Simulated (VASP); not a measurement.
Level of theory: PBEsol GGA, VASP's PBE PAW potentials (set 64) (plane waves; VASP).

VASP input:

POSCAR:
```
Be3CdS4
3.5590340
  0.0000000000   0.7071068483   0.7071068483
  0.7071068483   0.0000000000   0.7071068483
  2.8913362339   2.8913362339  -0.0629088407
Cd S Be
1 4 3
direct
  0.0145243583   0.0145243583   0.9891067313
  0.2014517610   0.2014517610   0.0989111792
  0.2324144241   0.2324144241   0.3256891819
  0.2598557653   0.2598557653   0.5551081760
  0.2890736240   0.2890736240   0.7831947820
  0.9726803603   0.9726803603   0.2704897298
  0.0012329994   0.0012329994   0.4990752504
  0.0287667075   0.0287667075   0.7284249694
```

KPOINTS:
```
k-points along high-symmetry lines
12
Line-mode
Reciprocal
  0.000000   0.000000   0.000000 ! GAMMA
  0.000000   0.000000  -0.500000 ! T

  0.000000   0.000000  -0.500000 ! T
 -0.328125   0.328125  -0.500000 ! H_2

 -0.343750   0.328125  -0.187500 ! H_0
  0.000000   0.500000   0.500000 ! L

  0.000000   0.500000   0.500000 ! L
  0.000000   0.000000   0.000000 ! GAMMA

  0.000000   0.000000   0.000000 ! GAMMA
 -0.335938   0.335938   0.000000 ! S_0

 -0.335938   0.328125  -0.343750 ! S_2
 -0.500000   0.000000  -1.000000 ! F

 -0.500000   0.000000  -1.000000 ! F
  0.000000   0.000000   0.000000 ! GAMMA
```

**INCAR**
```
! general
SYSTEM  = Be3CdS4
PREC    = Accurate
ENCUT   = 400
LREAL   = .False.
LASPH   = .True.
ICHARG  = 11

! electronic loop
EDIFF   = 1E-7
NELM    = 100
ALGO    = Normal
LMAXMIX = 4

! smearing
ISMEAR  = 0
SIGMA   = 0.05

! functional
GGA     = PS

! output
LWAVE   = .False.
LCHARG  = .False.
LORBIT  = 11
```

POTCAR, in this order: Cd S Be (PBE.64 set). Program: vasp_std. Read from the step before: CHGCAR.

The run wrote:

File OUTCAR:
```
 ion  position               nearest neighbor table
   1  0.015  0.015  0.989-   2 2.44   2 2.44   2 2.44   5 2.47
   2  0.201  0.201  0.099-   6 2.06   1 2.44   1 2.44   1 2.44
   3  0.232  0.232  0.326-   7 2.08   6 2.16   6 2.16   6 2.16
   4  0.260  0.260  0.555-   8 2.08   7 2.16   7 2.16   7 2.16
   5  0.289  0.289  0.783-   8 2.16   8 2.16   8 2.16   1 2.47
   6  0.973  0.973  0.270-   2 2.06   3 2.16   3 2.16   3 2.16
   7  0.001  0.001  0.499-   3 2.08   4 2.16   4 2.16   4 2.16
   8  0.029  0.029  0.728-   4 2.08   5 2.16   5 2.16   5 2.16
  LATTYP: Found a trigonal (rhomboedric) cell.
 ALAT       =    12.1860445876
 COS(alpha) =     0.9573510017
 Subroutine PRICEL returns:
 Original cell was already a primitive cell.
 Subroutine GETGRP returns: Found  6 space group operations
The static configuration has the point symmetry C_3v.
The dynamic configuration has the point symmetry C_3v.
 Subroutine INISYM returns: Found  6 space group operations
   k-points           NKPTS =     84   k-points in BZ     NKDIM =     84   number of bands    NBANDS=     26
   number of dos      NEDOS =    301   number of ions     NIONS =      8
   total plane-waves  NPLWV =  55296
   dimension x,y,z NGX =    24 NGY =   24 NGZ =   96
   dimension x,y,z NGXF=    48 NGYF=   48 NGZF=  192
   ions per type =               1   4   3
   PREC   = accura    normal or accurate (medium, high low for compatibility)
...
```

### OSZICAR
```
       N       E                     dE             d eps       ncg     rms          rms(c)
DAV:   1     0.205920308865E+03    0.20592E+03   -0.16912E+04  4368   0.116E+03
DAV:   2    -0.168897051378E+02   -0.22281E+03   -0.21763E+03  5320   0.270E+02
DAV:   3    -0.328905225930E+02   -0.16001E+02   -0.15845E+02  5594   0.759E+01
DAV:   4    -0.331667357406E+02   -0.27621E+00   -0.27566E+00  5784   0.102E+01
DAV:   5    -0.331719762437E+02   -0.52405E-02   -0.52365E-02  5786   0.132E+00
DAV:   6    -0.331721399299E+02   -0.16369E-03   -0.16364E-03  5814   0.208E-01
DAV:   7    -0.331721450309E+02   -0.51010E-05   -0.51005E-05  5804   0.331E-02
DAV:   8    -0.331721452526E+02   -0.22175E-06   -0.22164E-06  5692   0.601E-03
DAV:   9    -0.331721452592E+02   -0.65361E-08   -0.66048E-08  4460   0.110E-03
   1 F= -.33172145E+02 E0= -.33172145E+02  d E =-.379382E-16
```

File OUTCAR:
```
 val. band max:        4.3293957802   @ k =   0.0000   0.0000   0.0000

 cond. band min:       6.0940646526   @ k =  -0.5000   0.0000  -1.0000



 k-point     1 :       0.0000    0.0000    0.0000
  band No.  band energies     occupation
      1     -10.1731      2.00000
      2      -9.6115      2.00000
      3      -9.2304      2.00000
      4      -8.5617      2.00000
      5      -4.3456      2.00000
      6      -4.2825      2.00000
      7      -4.2825      2.00000
      8      -3.8697      2.00000
      9      -3.8697      2.00000
     10      -2.3846      2.00000
     11      -0.1356      2.00000
     12       0.0285      2.00000
     13       1.9371      2.00000
     14       1.9371      2.00000
     15       2.3641      2.00000
     16       2.3641      2.00000
     17       2.7812      2.00000
     18       2.7813      2.00000
     19       3.0570      2.00000
     20       4.3294      2.00000
     21       4.3294      2.00000
     22       6.2981      0.00000
     23       7.9100      0.00000
     24       8.0587      0.00000
     25       8.2370      0.00000
     26       8.7415      0.00000

 k-point     2 :       0.0000    0.0000   -0.0455
  band No.  band energies     occupation
      1     -10.1726      2.00000
      2      -9.6145      2.00000
      3      -9.2265      2.00000
      4      -8.5632      2.00000
      5      -4.3462      2.00000
      6      -4.2826      2.00000
      7      -4.2826      2.00000
      8      -3.8698      2.00000
      9      -3.8698      2.00000
     10      -2.3784      2.00000
     11      -0.2404      2.00000
     12       0.1361      2.00000
     13       1.9372      2.00000
     14       1.9372      2.00000
     15       2.3635      2.00000
     16       2.3635      2.00000
     17       2.7818      2.00000
     18       2.7819      2.00000
     19       3.0440      2.00000
     20       4.3292      2.00000
     21       4.3292      2.00000
     22       6.3055      0.00000
     23       7.9098      0.00000
...
```

The density is held fixed in this step, so its total energy and stress have no physical meaning.

The structure was generated: Be3CdS4 was put into an ordered model structure (R3m), which need not be its known phase. It was relaxed first.
